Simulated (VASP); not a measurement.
Output of a VASP run:

OSZICAR:
```
       N       E                     dE             d eps       ncg     rms          rms(c)
DAV:   1     0.232688397630E+03    0.23269E+03   -0.21543E+04   920   0.161E+03
DAV:   2    -0.426306954127E+02   -0.27532E+03   -0.27146E+03  1205   0.355E+02
DAV:   3    -0.542157549879E+02   -0.11585E+02   -0.11568E+02  1199   0.728E+01
DAV:   4    -0.544318748992E+02   -0.21612E+00   -0.21604E+00  1375   0.903E+00
DAV:   5    -0.544351927886E+02   -0.33179E-02   -0.33178E-02  1224   0.789E-01    0.666E+01
DAV:   6    -0.479278248378E+02    0.65074E+01   -0.40608E+01  1074   0.379E+01    0.577E+01
DAV:   7    -0.477240385202E+02    0.20379E+00   -0.24746E+00  1199   0.106E+01    0.339E+01
DAV:   8    -0.476660641520E+02    0.57974E-01   -0.21814E-01  1178   0.387E+00    0.456E+00
DAV:   9    -0.476560231353E+02    0.10041E-01   -0.66754E-02  1137   0.167E+00    0.181E+00
DAV:  10    -0.476552197218E+02    0.80341E-03   -0.86881E-03  1153   0.599E-01    0.503E-01
DAV:  11    -0.476551384899E+02    0.81232E-04   -0.85938E-04  1159   0.191E-01    0.343E-02
DAV:  12    -0.476551376889E+02    0.80099E-06   -0.77053E-05  1203   0.557E-02    0.130E-01
DAV:  13    -0.476551367748E+02    0.91415E-06   -0.61698E-06  1174   0.165E-02    0.228E-03
DAV:  14    -0.476551367578E+02    0.16918E-07   -0.29656E-07  1051   0.343E-03
   1 F= -.47655137E+02 E0= -.47655137E+02  d E =0.000000E+00
```

**OUTCAR**
```
------------------------ aborting loop because EDIFF is reached ----------------------------------------
  FORCE on cell =-STRESS in cart. coord.  units (eV):
  Direction    XX          YY          ZZ          XY          YZ          ZX
  --------------------------------------------------------------------------------------
  Total       -0.0438512     -0.0438512     -0.0438512     -0.0000000     -0.0000000      0.0000000
  in kB       -1.0024201     -1.0024201     -1.0024201     -0.0000000     -0.0000000      0.0000000
  external PRESSURE =      -1.0024201 kB  Pullay stress =       0.0000000 kB
  volume of cell :       70.09
      direct lattice vectors                 reciprocal lattice vectors
     4.123006097  0.000000000  0.000000000     0.242541480  0.000000000  0.000000000
     0.000000000  4.123006097  0.000000000     0.000000000  0.242541480  0.000000000
     0.000000000  0.000000000  4.123006097     0.000000000  0.000000000  0.242541480
 POSITION                                       TOTAL-FORCE (eV/Angst)
 -----------------------------------------------------------------------------------
      0.00000      0.00000      0.00000         0.000000      0.000000      0.000000
      2.06150      2.06150      2.06150         0.000000      0.000000      0.000000
      2.06150      0.00000      2.06150         0.000000      0.000000      0.000000
      0.00000      2.06150      2.06150         0.000000      0.000000      0.000000
      2.06150      2.06150      0.00000         0.000000      0.000000      0.000000
 -----------------------------------------------------------------------------------
    total drift:                                0.000000     -0.000000     -0.000000
  FREE ENERGIE OF THE ION-ELECTRON SYSTEM (eV)
  ---------------------------------------------------
  free  energy   TOTEN  =       -47.6551367578 eV

  energy  without entropy=      -47.6551367578  energy(sigma->0) =      -47.65513676

 total charge

# of ion       s       p       d       tot
------------------------------------------
    1        2.002   5.623   0.304   7.929
    2        0.354   6.790   1.607   8.750
    3        1.549   3.492   0.000   5.041
    4        1.549   3.492   0.000   5.041
    5        1.549   3.492   0.000   5.041
--------------------------------------------------
tot          7.002  22.889   1.911  31.801

 Electric field gradients after diagonalization (V/A^2)
 (convention: |V_zz| > |V_xx| > |V_yy|)
----------------------------------------------------------------------
 ion       V_xx      V_yy      V_zz     asymmetry (V_yy - V_xx)/ V_zz
----------------------------------------------------------------------
   1      -0.000    -0.000    -0.000      -0.109
   2       0.000    -0.000     0.000      -0.563
   3       6.886     6.886   -13.771       0.000
   4       6.886     6.886   -13.771       0.000
   5       6.886     6.886   -13.771       0.000
```
(Selected blocks of OUTCAR.)

### POSCAR
```
BaHfO3
1
    4.1230060973     0.0000000000     0.0000000000
    0.0000000000     4.1230060973     0.0000000000
    0.0000000000     0.0000000000     4.1230060973
Ba Hf O
1 1 3
Direct
  0.0000000000   0.0000000000   0.0000000000
  0.5000000000   0.5000000000   0.5000000000
  0.5000000000   0.0000000000   0.5000000000
  0.0000000000   0.5000000000   0.5000000000
  0.5000000000   0.5000000000   0.0000000000
```

Question: Reconstruct the remaining input files.

Answer: One answer among several that fit: the input of the run itself, LDA (Ceperley-Alder, Perdew-Zunger), plane waves, VASP's LDA PAW potentials (set 64).

**KPOINTS**
```
Automatic mesh
0
Gamma
6 6 6
0 0 0
```

### INCAR
```
ALGO = Normal
EDIFF = 1E-7
ENCUT = 520
ISIF = 2
ISMEAR = -5
LASPH = .True.
LCHARG = .True.
LEFG = .True.
LMAXMIX = 6
LORBIT = 11
LREAL = .False.
LWAVE = .False.
NEDOS = 601
NELM = 100
PREC = Accurate
SYSTEM = BaHfO3
```

POTCAR, in this order: Ba_sv Hf_pv O (LDA.64 set). Program: vasp_std.

The compound is BaHfO3 in the cubic perovskite structure. It was relaxed first.
